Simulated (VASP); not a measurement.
MgO (rock salt), at 1.04 of the tabulated volume:

```yaml
crystal:
  lattice:
    - [0.00000, 2.13270, 2.13270]
    - [2.13270, 0.00000, 2.13270]
    - [2.13270, 2.13270, 0.00000]
  atoms:
    - { symbol: Mg, position: [0.00000, 0.00000, 0.00000] }
    - { symbol: O, position: [0.50000, 0.50000, 0.50000] }
```

The lowest empty band near Γ, direction [100], from mBJ (TB09) with spin-orbit coupling in VASP (PAW); its two spin partners are averaged. The gap over the points computed is 6.38 eV, and the next band on that side lies 11.24 eV away at the edge.

Numerical set-up: 520 eV cut-off, 12×12×12 Γ-centred mesh, Gaussian smearing of 0.050 eV, potentials Mg O.

```tsv
distance from the edge in k (1/Å)	distance in energy (meV)
0.018	3.0
0.025	5.8
0.035	11.4
0.050	23.2
0.070	45.4
```

Problem. Fit E(1 + αE) = ħ²k²/2m* (ħ²/2m0 = 3.810 eV Å²) and predict the row at 0.095 1/Å.

Solution. The rows don't resolve α, so a parabola serves: the electron mass is m* = 0.411 m0, and so 83.7 meV. The run gave 83.1 meV, -0.6 meV from the fit.

Left out are points under 3 meV from the edge, since the levels carry 0.1 meV, and points farther than half the way to the next band.

The compound is MgO in the rock salt structure. The cell was not relaxed at this level.
